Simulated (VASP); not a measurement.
**MoH3: structure and properties in VASP**

What structure does MoH3 take at this level, and what are its properties? The steps: rough relaxation of the start cell, relaxing cell and atoms (PBEsol + D4), single point with fields (PBEsol + D4), bands along the symmetry lines (PBEsol + D4), density of states (PBEsol + D4), volume scan with PBEsol + D4, fit for PBEsol + D4 and zone-centre phonons (PBEsol + D4). The cell is generated by rule, not measured, and may not be a known phase. The atoms of the start are displaced at random from the sites of a P-3m1 cell.

Method: PBEsol with D4; plane waves and PAW (H, Mo_sv); invented cell, in VASP 6.6.1.

## Step 1: Starting point

Before any relaxation, the start is as follows. The structure is triclinic, space group P1 (No. 1). Conventional cell: a = 3.689 Å, b = 3.689 Å, c = 3.754 Å, α = 90.00°, β = 90.00°, γ = 120.00°. Nearest to H lie 3 H at 2.17 to 2.20 Å. Nearest to H lie 3 H at 2.19 Å. Nearest to H lie 2 Mo at 1.88 Å. Nearest to Mo lie 2 H at 1.88 Å. Farther neighbours are not listed.

As a file:

```cif
data_structure
_symmetry_space_group_name_H-M 'P1'
_symmetry_Int_Tables_number 1
_cell_length_a 3.6890
_cell_length_b 3.6890
_cell_length_c 3.7536
_cell_angle_alpha 90.000
_cell_angle_beta 90.000
_cell_angle_gamma 120.000
_cell_volume 44.24
loop_
_atom_site_label
_atom_site_type_symbol
_atom_site_symmetry_multiplicity
_atom_site_Wyckoff_symbol
_atom_site_fract_x
_atom_site_fract_y
_atom_site_fract_z
_atom_site_occupancy
H1 H 1 a 0.33694 0.66776 0.63850 1
H2 H 1 a 0.66274 0.33068 0.36245 1
H3 H 1 a 0.99683 0.99764 0.49993 1
Mo1 Mo 1 a 0.00359 0.00336 0.00022 1
```

## Step 2: Rough relaxation of the start cell

The start is only an estimate, so a cheap relaxation brings it near a minimum before any careful run. PBEsol restores the gradient expansion of exchange and is tuned for the cells of solids. A dispersion term adds the long-range attraction that semilocal functionals lack. D4 lets the coefficients depend on atomic charges too.

INCAR reads:

```
SYSTEM = MoH3
PREC = Normal
ENCUT = 400
EDIFF = 1E-05
NELM = 60
ISMEAR = -1
SIGMA = 0.05
LREAL = .FALSE.
ALGO = Fast
GGA = PS
IVDW = 13
NBANDS = 14
LORBIT = 11
LWAVE = .FALSE.
LCHARG = .FALSE.
KPAR = 2
IBRION = 2
NSW = 40
ISIF = 3
EDIFFG = -0.04
```

POSCAR reads:

```
MoH3
1.0
    3.6889748800      0.0000000000      0.0000000000
   -1.8444874400      3.1947459600      0.0000000000
    0.0000000000      0.0000000000      3.7535645100
H Mo
3 1
Direct
    0.3369360000      0.6677620000      0.6385040000
    0.6627380000      0.3306840000      0.3624470000
   -0.0031740000     -0.0023600000      0.4999290000
    0.0035920000      0.0033590000      0.0002200000
```

KPOINTS reads:

```
Automatic mesh
0
Gamma
5 5 4
0 0 0
```

The projector-augmented-wave data sets are H and Mo_sv (PBE family, release 64).

Run with:

```
mpirun -np 2 vasp_std
```

What it wrote:

```text
[banner, memory and clock lines left out]
running    2 mpi-ranks, on    1 nodes
 distrk:  each k-point on    1 cores,    2 groups
 distr:  one band on    1 cores,    1 groups

 POSCAR found type information on POSCAR H Mo
 POSCAR found :  2 types and       4 ions
|                                                                             |
|               ----> ADVICE to this user running VASP <----                  |
|                                                                             |
|     You enforced a specific xc type in the INCAR file but a different       |
|     [... a line on the potential file left out ...]
|     I HOPE YOU KNOW WHAT YOU ARE DOING!                                     |
|                                                                             |

 LDA part: xc-table for (Slater+PW92), standard interpolation
 POSCAR, INCAR and KPOINTS ok, starting setup
 FFT: planning ... GRIDC
 FFT: planning ... GRID_SOFT
 FFT: planning ... GRID
 WAVECAR not read
 entering main loop
       N       E                     dE             d eps       ncg     rms          rms(c)
DAV:   1     0.660957641010E+02    0.66096E+02   -0.75493E+03  1588   0.897E+02
DAV:   2    -0.170931742471E+02   -0.83189E+02   -0.80032E+02  1812   0.248E+02
DAV:   3    -0.186333299608E+02   -0.15402E+01   -0.15143E+01  1602   0.319E+01
DAV:   4    -0.186411370732E+02   -0.78071E-02   -0.77950E-02  1680   0.247E+00
DAV:   5    -0.186411989289E+02   -0.61856E-04   -0.61830E-04  1644   0.202E-01    0.101E+01
RMM:   6    -0.166404376857E+02    0.20008E+01   -0.68843E+00  1428   0.171E+01    0.279E+00
RMM:   7    -0.164851165329E+02    0.15532E+00   -0.40448E-01  1428   0.470E+00    0.113E+00
RMM:   8    -0.164777261098E+02    0.73904E-02   -0.70097E-02  1436   0.166E+00    0.402E-01
RMM:   9    -0.164781267360E+02   -0.40063E-03   -0.12175E-02  1448   0.697E-01    0.185E-01
RMM:  10    -0.164778540965E+02    0.27264E-03   -0.16067E-03  1428   0.356E-01    0.493E-02
RMM:  11    -0.164778840019E+02   -0.29905E-04   -0.32676E-04  1442   0.139E-01    0.297E-02
RMM:  12    -0.164778691025E+02    0.14899E-04   -0.96870E-05  1428   0.840E-02    0.150E-02
RMM:  13    -0.164778635103E+02    0.55921E-05   -0.18453E-05   983   0.392E-02
   1 F= -.17123610E+02 E0= -.17103861E+02  d E =-.171236E+02
 curvature:   0.00 expect dE= 0.000E+00 dE for cont linesearch  0.000E+00
 trial: gam= 0.00000 g(F)=  0.294E+00 g(S)=  0.307E+01 ort = 0.000E+00 (trialstep = 0.100E+01)
 search vector abs. value=  0.337E+01
 bond charge predicted
       N       E                     dE             d eps       ncg     rms          rms(c)
DAV:   1    -0.484482295713E+02   -0.31970E+02   -0.57045E+02  1428   0.254E+02    0.521E+01
RMM:   2    -0.205516535141E+02    0.27897E+02   -0.56850E+01  1428   0.678E+01    0.101E+01
RMM:   3    -0.194186320852E+02    0.11330E+01   -0.12922E+01  1428   0.295E+01    0.130E+01
RMM:   4    -0.196123370902E+02   -0.19371E+00   -0.21420E+00  1428   0.129E+01    0.373E+00
RMM:   5    -0.192977531909E+02    0.31458E+00   -0.54203E-01  1428   0.799E+00    0.156E+00
RMM:   6    -0.192460697867E+02    0.51683E-01   -0.39673E-01  1428   0.560E+00    0.117E+00
RMM:   7    -0.192463340604E+02   -0.26427E-03   -0.25029E-02  1428   0.183E+00    0.786E-01
RMM:   8    -0.192463647034E+02   -0.30643E-04   -0.40074E-03  1431   0.725E-01    0.458E-01
RMM:   9    -0.192465139033E+02   -0.14920E-03   -0.68353E-03  1428   0.754E-01    0.306E-01
RMM:  10    -0.192459186154E+02    0.59529E-03   -0.11798E-03  1428   0.346E-01    0.134E-01
RMM:  11    -0.192459246472E+02   -0.60318E-05   -0.26736E-04  1427   0.148E-01    0.326E-02
RMM:  12    -0.192459104205E+02    0.14227E-04   -0.48320E-05  1305   0.737E-02    0.433E-03
RMM:  13    -0.192459107906E+02   -0.37010E-06   -0.37220E-06   873   0.224E-02
   2 F= -.19753689E+02 E0= -.19743824E+02  d E =-.263008E+01
[... from here on, the cycles between the ionic steps are left out ...]
   3 F= -.19972785E+02 E0= -.19966921E+02  d E =-.284918E+01
   4 F= -.20368849E+02 E0= -.20360954E+02  d E =-.324524E+01
   5 F= -.20405285E+02 E0= -.20398022E+02  d E =-.328168E+01
   6 F= -.21002856E+02 E0= -.20998616E+02  d E =-.597571E+00
   7 F= -.21097927E+02 E0= -.21093067E+02  d E =-.692642E+00
   8 F= -.21576630E+02 E0= -.21572762E+02  d E =-.478702E+00
   9 F= -.21576609E+02 E0= -.21572752E+02  d E =-.478681E+00
  10 F= -.21621355E+02 E0= -.21617235E+02  d E =-.447469E-01
  11 F= -.21627663E+02 E0= -.21623372E+02  d E =-.510546E-01
  12 F= -.21639957E+02 E0= -.21634727E+02  d E =-.122937E-01
  13 F= -.21648034E+02 E0= -.21640325E+02  d E =-.203707E-01
  14 F= -.21649759E+02 E0= -.21641214E+02  d E =-.172522E-02
  15 F= -.21650174E+02 E0= -.21641862E+02  d E =-.214013E-02
  16 F= -.21650174E+02 E0= -.21641884E+02  d E =-.213993E-02
 curvature:  -0.87 expect dE=-0.331E-03 dE for cont linesearch -0.879E-06
 ZBRENT: accuracy reached
 trial: gam= 0.10077 g(F)=  0.212E-03 g(S)=  0.168E-03 ort = 0.801E-04 (trialstep = 0.149E+01)
 search vector abs. value=  0.461E-03
 bond charge predicted
       N       E                     dE             d eps       ncg     rms          rms(c)
DAV:   1    -0.211035880850E+02   -0.18558E-02   -0.11044E-01  1428   0.419E+00    0.249E-01
RMM:   2    -0.211025422016E+02    0.10459E-02   -0.35365E-03  1428   0.645E-01    0.888E-02
RMM:   3    -0.211023989246E+02    0.14328E-03   -0.55757E-04  1428   0.241E-01    0.342E-02
RMM:   4    -0.211024023150E+02   -0.33904E-05   -0.44257E-05  1271   0.795E-02
  17 F= -.21650485E+02 E0= -.21642025E+02  d E =-.311190E-03
 trial-energy change:   -0.000311  1 .order   -0.000327   -0.000579   -0.000076
 step:   1.7147(harm=  1.7147)  dis= 0.00374  next Energy=   -21.650507 (dE=-0.333E-03)
 reached required accuracy - stopping structural energy minimisation
```

Elapsed: 72 s, on 2 MPI ranks of AMD EPYC 7R43, shared host; peak memory 0.21 GiB.

Lines that name or quote the potential files are left out of all logs, and their timing lines are given in words.

Parts of OUTCAR (step 2):

```text
ion  position               nearest neighbor table
   1  0.337  0.668  0.639-
   2  0.663  0.331  0.362-
   3  0.997  0.998  0.500-   4 1.88   4 1.88
   4  0.004  0.003  0.000-   3 1.88   3 1.88

  LATTYP: Found a hexagonal cell.
 ALAT       =     3.6889748800
 C/A-ratio  =     1.0175088289

 Subroutine GETGRP returns: Found  1 space group operations
 (whereof  1 operations were pure point group operations)

The static configuration has the point symmetry C_1 .

 Found     51 irreducible k-points:

   k-points           NKPTS =     51   k-points in BZ     NKDIM =     51   number of bands    NBANDS=     14

   dimension x,y,z NGX =    18 NGY =   18 NGZ =   18
   dimension x,y,z NGXF=    36 NGYF=   36 NGZF=   36

   ENCUT  =  400.0 eV  29.40 Ry    5.42 a.u.   6.02  6.02  6.12*2*pi/ulx,y,z

   NELECT =      17.0000    total number of electrons

 k-points in reciprocal lattice and weights: Automatic mesh
   0.00000000  0.00000000  0.00000000       0.010
   0.20000000  0.00000000  0.00000000       0.020
   0.00000000  0.20000000  0.00000000       0.020
  -0.20000000  0.20000000  0.00000000       0.020
   0.40000000 -0.00000000  0.00000000       0.020
   0.00000000  0.40000000  0.00000000       0.020
  -0.40000000  0.40000000  0.00000000       0.020
   0.20000000  0.20000000  0.00000000       0.020
  -0.20000000  0.40000000  0.00000000       0.020
[...]
-0.20000000 -0.40000000  0.50000000       0.020
   0.40000000  0.40000000  0.50000000       0.020

 average (electrostatic) potential at core
       1 -29.2958       2 -29.2964       3 -28.4479       4 -74.1659

 E-fermi :   7.3083

 k-point     1 :       0.0000    0.0000    0.0000
  band No.  band energies     occupation
    ...
      5      -3.0678      2.00000
      6       1.8732      2.00000
      7       5.5461      2.00000
      8       6.2172      2.00000
      9       6.2341      2.00000
     10       9.1023      0.00000
     11       9.1084      0.00000
     12      16.7775      0.00000
     13      17.7058      0.00000
     14      19.1453      0.00000

 k-point     2 :       0.2000    0.0000    0.0000
  band No.  band energies     occupation
    ...
      4     -27.3840      2.00000
      5      -2.0227      2.00000
      6       2.4758      2.00000
      7       3.1772      2.00000
      8       6.1707      2.00000
      9       7.4061      0.24750
     10       8.7949      0.00000
     11      11.1292      0.00000
     12      15.3299      0.00000
     13      17.6701      0.00000
    ...

 k-point     3 :       0.0000    0.2000    0.0000
  band No.  band energies     occupation
    ...
      4     -27.3866      2.00000
      5      -2.0217      2.00000
      6       2.4764      2.00000
      7       3.1790      2.00000
      8       6.1777      2.00000
      9       7.3972      0.28872
     10       8.7884      0.00000
     11      11.1337      0.00000
     12      15.3366      0.00000
     13      17.6732      0.00000
    ...

  DFT-D4 for vdW energy calculation

  Edisp (eV):   -0.54808

  Total       0.01680     0.01707    -0.00691    -0.00194    -0.00023    -0.00078
  in kB       1.02068     1.03716    -0.41978    -0.11766    -0.01383    -0.04763
  external pressure =        0.55 kB  Pullay stress =        0.00 kB

  energy-cutoff  :      400.00
  volume of cell :       26.36
      direct lattice vectors                 reciprocal lattice vectors
     2.849965343  0.001235795  0.000367229     0.350793646  0.202526227 -0.000036345
    -1.423913013  2.466345439 -0.000027639    -0.000175767  0.405356730 -0.000022990
     0.000265665  0.000212799  3.749945018    -0.000034354 -0.000016846  0.266670580

 POSITION                                       TOTAL-FORCE (eV/Angst)
 -----------------------------------------------------------------------------------
      0.00349      1.64705      2.80796        -0.002848     -0.004389      0.001990
      1.42657      0.82416      0.94514        -0.003130     -0.003105     -0.000534
      1.42221      2.46205      1.87510         0.008552      0.011146     -0.002491
      0.00128      0.00086      0.00152        -0.002574     -0.003652      0.001035
 -----------------------------------------------------------------------------------
    total drift:                               -0.003884     -0.006769     -0.000097

  FREE ENERGIE OF THE ION-ELECTRON SYSTEM (eV)
  ---------------------------------------------------
  free  energy   TOTEN  =       -21.6504849833 eV

  energy  without entropy=      -21.6335647164  energy(sigma->0) =      -21.64202485

 reached required accuracy - stopping structural energy minimisation

 total charge
# of ion       s       p       d       tot
------------------------------------------
    1        0.534   0.025   0.000   0.559
    2        0.534   0.025   0.000   0.559
    3        0.528   0.014   0.000   0.542
    4        2.319   6.248   3.948  12.515
--------------------------------------------------
tot          3.916   6.311   3.948  14.175

[... 3 further parts left out ...]
```

CONTCAR:

```
MoH3
   1.00000000000000
     2.8499653425975993    0.0012357948287837    0.0003672287594042
    -1.4239130130421827    2.4663454385444714   -0.0000276385380890
     0.0002656649082557    0.0002127991064847    3.7499450175985731
  H               Mo
     3     1
Direct
     0.3346939326536179    0.6675786917825669    0.7487731803709119
     0.6673104617185596    0.3338050737110814    0.2519768549941646
     0.9974646872102457    0.9977144930530911    0.4999438458808207
     0.0006229184175721    0.0003467414532623    0.0004061187541036
```

This run has no spin polarisation. Its electron count is odd, so without a moment it is a metal by construction. The k-mesh is coarse for a metal. This relaxation is a rough one on cheap settings, only to bring the start near its minimum. The PAW data sets were made with PBE, which is usual practice but a small mismatch for other functionals. After so large a change of volume the plane waves of the start cell no longer fit, so the final stress carries a basis-set error. Dispersion corrections of this kind ignore metallic screening and tend to overbind metals.

The steps of the relaxation:

```
step  energy less that of the first step (eV)  largest force (eV/Å)  pressure (GPa)  volume (Å³)
   1                                   0.0000                1.7446          -33.29        44.24
   2                                  -2.6301                1.6594          -22.50        31.09
   3                                  -2.8492                0.8724           52.50        21.32
   4                                  -3.2452                1.5049           -2.49        26.11
   5                                  -3.2817                1.3694            9.21        24.64
   6                                  -3.8792                0.1698           49.08        21.47
   7                                  -3.9743                0.4849           33.90        22.23
   8                                  -4.4530                0.6276           -4.13        26.03
   9                                  -4.4530                0.6259           -3.90        26.01
  10                                  -4.4977                0.3502           -0.28        25.83
  11                                  -4.5041                0.2106            1.80        25.74
  12                                  -4.5163                0.1527            0.42        26.02
  13                                  -4.5244                0.0816           -1.72        26.53
  14                                  -4.5261                0.0495            1.14        26.24
  15                                  -4.5266                0.0487            0.36        26.33
  16                                  -4.5266                0.0482            0.25        26.33
  17                                  -4.5269                0.0143            0.05        26.36
```

```
     cell as run  before   after   change
           a (Å)   3.689   2.850  -22.7 %
           b (Å)   3.689   2.848  -22.8 %
           c (Å)   3.754   3.750   -0.1 %
           β (°)   90.00   89.99   -0.0 %
           γ (°)  120.00  119.97   -0.0 %
volume (Å³/atom)   11.06    6.59  -40.4 %
```

The atoms that moved most (Å, as changes of fractional coordinates times the final cell):

```
atom      dx      dy      dz  length
  H2   0.009   0.008  -0.414   0.414
  H1  -0.006   0.000   0.414   0.414
 Mo4  -0.004  -0.007   0.001   0.009
```

The relaxed structure:

```
H Mo
1.0
     2.84997    0.00124    0.00037
    -1.42391    2.46635   -0.00003
     0.00027    0.00021    3.74995
H Mo
3 1
Direct
  0.33469 0.66758 0.74877
  0.66731 0.33381 0.25198
  0.99746 0.99771 0.49994
  0.00062 0.00035 0.00041
```

This step gave:

| Item | Value |
| --- | --- |
| electrons | 17 |
| bands | 14 |
| irreducible k-points | 51 |
| symmetry operations | 1 |
| free energy (TOTEN) | -21.65 eV |
| energy at zero smearing | -21.64 eV |
| Fermi energy | 7.308 eV |
| pressure | 0.05460 GPa |
| metallic | yes |
| SCF cycles over all ionic steps | 121 |

It ends with a largest force of 0.014 eV/Å and a pressure of 0.05 GPa.

(Continued in part 2 of 5.)

[Lines on the potential files, build, host, timing and source positions are cut from VASP's logs without a mark.]

[Logs are printed without paths, hosts, clocks, repeated set-up lines and the standing remarks that a program may print on its own settings, such as how far it seeks lower states.]

[Hosts, paths, dates, database ids (printed as entryN), source tags and the programs' standing remarks are cut or masked in the printed files.]

[A measured line is paired with the nearest computed mode of its activity, which favours agreement.]
